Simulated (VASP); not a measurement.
A convergence study with VASP on CsCl (CsCl type): one setting is varied, all else stays as given below, so the limit is that of these other settings.

```yaml
crystal:
  lattice:
    - [4.12000, 0.00000, 0.00000]
    - [0.00000, 4.12000, 0.00000]
    - [0.00000, 0.00000, 4.12000]
  atoms:
    - { symbol: Cs, position: [0.00000, 0.00000, 0.00000] }
    - { symbol: Cl, position: [0.50000, 0.50000, 0.50000] }
```

Method: PBE GGA, VASP's PBE PAW potentials (set 64) (plane waves; VASP). The tightest run used: 550 eV cut-off, 11×11×11 Monkhorst-Pack mesh, Gaussian smearing of 0.050 eV, potentials Cs_sv Cl.

The reference is 11×11×11 mesh, which took about 30 core-seconds. Costs are core time on shared hosts, one run each; read them as rough ratios.

Question: Of the settings 1×1×1 mesh; 2×2×2 mesh; 3×3×3 mesh; 4×4×4 mesh; 5×5×5 mesh; 6×6×6 mesh; 7×7×7 mesh; 8×8×8 mesh; 9×9×9 mesh; 10×10×10 mesh; 11×11×11 mesh, which is the lowest that keeps the difference from the reference in E (eV/atom) within 0.01 from there on, and what does it cost?

Answer: 3×3×3 mesh; its cost over the reference is about 1/3.
```
setting        difference in E (eV/atom)  cost over the reference
-------------  -------------------------  -----------------------
1×1×1 mesh                        2.1453                about 1/3
2×2×2 mesh                        0.0482                about 1/3
3×3×3 mesh                        0.0029                about 1/3
4×4×4 mesh                        0.0002                about 1/3
5×5×5 mesh                        0.0000                about 1/2
6×6×6 mesh                        0.0000                about 1/2
7×7×7 mesh                        0.0000     within a factor of 2
8×8×8 mesh                        0.0000     within a factor of 2
9×9×9 mesh                        0.0000     within a factor of 2
10×10×10 mesh                     0.0000     within a factor of 2
11×11×11 mesh                     0.0000                reference
```

Left out are rungs that failed or repeat a setting and relaxations that didn't move; long series are thinned to 24 rows.

The compound is CsCl in the CsCl type structure. The cell was not relaxed at this level.
